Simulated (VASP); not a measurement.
Here is the system:

```
CELL_PARAMETERS angstrom
      0.00000     2.69927     2.69927
      2.69927     0.00000     2.69927
      2.69927     2.69927     0.00000
ATOMIC_POSITIONS crystal
  Cd 0.00000 0.00000 0.00000
  F  0.25000 0.25000 0.25000
  F  0.75000 0.75000 0.75000
```

Computed with PBEsol GGA, VASP's PBE PAW potentials (set 64) (plane waves; VASP). Numerical set-up: 600 eV cut-off, 6×6×6 Γ-centred mesh, Gaussian smearing of 0.050 eV, potentials Cd F.

**Question.** What does the run give for the energy per atom (σ→0)?

**Answer.** 
```json
{
 "energy per atom (σ→0)": "-3.866 eV/atom"
}
```

The compound is CdF2 in the fluorite structure. It was relaxed first.
